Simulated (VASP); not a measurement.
Input:

```xyz
2
Lattice="0.0000 2.8072 2.8072 2.8072 0.0000 2.8072 2.8072 2.8072 0.0000" Properties=species:S:1:pos:R:3 pbc="T T T"
Ge     0.0000     0.0000     0.0000
Ge     1.4036     1.4036     1.4036
```

Computed with LDA (Ceperley-Alder, Perdew-Zunger), VASP's LDA PAW potentials (set 64) (plane waves; VASP). Run with 400 eV cut-off, 18×18×18 Γ-centred mesh, Gaussian smearing of 0.010 eV, potentials Ge_d.

Problem. What does the run give for the energy per atom (σ→0), band gap (on the k-mesh) with the smallest direct gap where there is one?

Solution. 
```
Quantity                                      Value
-----------------------------------  --------------
band gap (on the k-mesh)                    0.07 eV
smallest direct gap (on the k-mesh)         0.07 eV
energy per atom (σ→0)                -5.196 eV/atom
```

The absolute energy has meaning only against runs of the same code, potentials and settings.

The compound is Ge in the diamond structure. It was relaxed first.
